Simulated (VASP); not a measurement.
Level of theory: PBE GGA, VASP's PBE PAW potentials (set 64) (plane waves; VASP 6.6.1).

VASP ran on this input.

**POSCAR**
```
Pb
1
   -0.0000000000     2.5145659019     2.5145659019
    2.5145659019    -0.0000000000     2.5145659019
    2.5145659019     2.5145659019    -0.0000000000
Pb
1
Direct
  0.0000000000   0.0000000000   0.0000000000
```

File KPOINTS:
```
Automatic mesh
0
Gamma
11 11 11
0 0 0
```

**INCAR**
```
SYSTEM = Pb
PREC = Accurate
ENCUT = 480
EDIFF = 1E-6
NELM = 100
ALGO = Normal
LREAL = .FALSE.
LASPH = .TRUE.
ISMEAR = 1
SIGMA = 0.1
GGA = PE
LMAXMIX = 4
LWAVE = .FALSE.
LCHARG = .FALSE.
IBRION = 2
ISIF = 3
NSW = 60
EDIFFG = -0.01
```

POTCAR, in this order: Pb_d (PBE.64 set). Program: vasp_std.

Unless said otherwise, spin-orbit coupling is left out, though it shifts the bands of the heavy elements here.

### Question
Estimate the energy per atom (σ→0), band gap (on the k-mesh).

### Answer

The energy per atom (σ→0) comes out as -3.566 eV/atom and the band gap (on the k-mesh) is none (metal, semimetal or under 0.01 eV).

**OSZICAR**
```
...
DAV:   4    -0.357162448681E+01   -0.10892E+00   -0.10890E+00  1473   0.138E+01
DAV:   5    -0.357619190718E+01   -0.45674E-02   -0.45673E-02  1547   0.252E+00    0.492E-01
DAV:   6    -0.356788386634E+01    0.83080E-02   -0.14743E-02  1520   0.226E+00    0.253E-01
DAV:   7    -0.356609473707E+01    0.17891E-02   -0.65706E-03  1457   0.144E+00    0.920E-02
DAV:   8    -0.356609316596E+01    0.15711E-05   -0.42081E-04  1458   0.392E-01    0.110E-02
DAV:   9    -0.356609020900E+01    0.29570E-05   -0.11939E-05  1529   0.651E-02    0.526E-03
DAV:  10    -0.356608951833E+01    0.69067E-06   -0.13544E-06  1143   0.121E-02
   1 F= -.35660895E+01 E0= -.35661029E+01  d E =-.356609E+01
```

The compound is Pb in the fcc structure. It was relaxed first. The start is the result of an earlier pass.
